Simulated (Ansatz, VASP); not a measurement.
Given: the input of a run of Ansatz 0.2.0 on LuBe.

File input.yaml:

```yaml
crystal:
  lattice:
    - [3.32037, 0.0, 0.0]
    - [0.0, 3.32037, 0.0]
    - [0.0, 0.0, 3.32037]
  atoms:
    - { symbol: Lu, position: [0.0, 0.0, 0.0] }
    - { symbol: Be, position: [0.5, 0.5, 0.5] }
hamiltonian:
  xc: revpbe
  pseudopotentials: { kind: paw }
  dispersion: d3bj
kpoints:
  mp_grid: { grid: [8, 8, 8] }
scf:
  occupations: { method: fermi_dirac, width: 0.05 }
output:
  forces: true
  stress: true
  eigenvalues: true
relax:
  f_tol: 0.01
  max_steps: 40
  cell: { stress_tol: 0.05 }
```

Potentials or basis: Ansatz PAW.

Command:

```sh
$ ansatz run input.yaml --threads 2 --pin off --max-ram 5632MiB --backend cpu --events-out ev --progress --plain --runs-dir out
```

Task: Translate it to VASP 6.6.1. Potentials there: VASP PAW PBE potentials, release 64 (Lu, Be).

Result: As run (the cutoff follows the program's own potentials):

File INCAR:

```
PREC = Accurate
ENCUT = 600
EDIFF = 1E-6
ISMEAR = -1
SIGMA = 0.05
LREAL = False
LASPH = True
NELM = 60
ALGO = Normal
ISIF = 3
LWAVE = False
LCHARG = False
GGA = RE
IVDW = 12
IBRION = 2
NSW = 40
EDIFFG = -0.01
```

The input KPOINTS:

```
regular mesh
0
Gamma
  8 8 8
```

POSCAR

```
LuBe
1.0
    3.3203700000      0.0000000000      0.0000000000
    0.0000000000      3.3203700000      0.0000000000
    0.0000000000      0.0000000000      3.3203700000
Lu Be
1 1
Direct
    0.0000000000      0.0000000000      0.0000000000
    0.5000000000      0.5000000000      0.5000000000
```

Potentials or basis: VASP PAW PBE potentials, release 64 (Lu, Be).

The run is started by

```sh
$ cat potpaw_PBE.64/Lu/POTCAR potpaw_PBE.64/Be/POTCAR > POTCAR
$ mpirun -np 1 vasp_std > vasp.out
```

Both were run:

|  | VASP | Ansatz | Ansatz less VASP |
| --- | --- | --- | --- |
| gap on the k mesh at the Fermi level, each at its own relaxed structure (eV) | none | none | - |
| relaxed volume (Å³/atom) | 17.42 | 17.37 | -0.053 |
| relaxed cell length with the largest relative difference (Å) | 3.266 | 3.263 | -0.0033 |
| energy change over the relaxation (meV/atom) | -9 | -11 | -1.2 |

A gap of «none» marks a metal or a gap that the smearing closes.

Caveats: pairwise dispersion overbinds metals, which lowers pressure and volume; the PAW data sets were made with another functional, which shifts forces and pressure a little (VASP); the plane-wave basis is chosen anew once the cell has moved, so the energies of steps on either side of that aren't comparable (Ansatz); the PAW data sets come from PBE, with cores solved anew for the run's functional, which leaves a small shift of forces and pressure (Ansatz). The runs have no spin-orbit coupling, so splittings on Lu are missing.
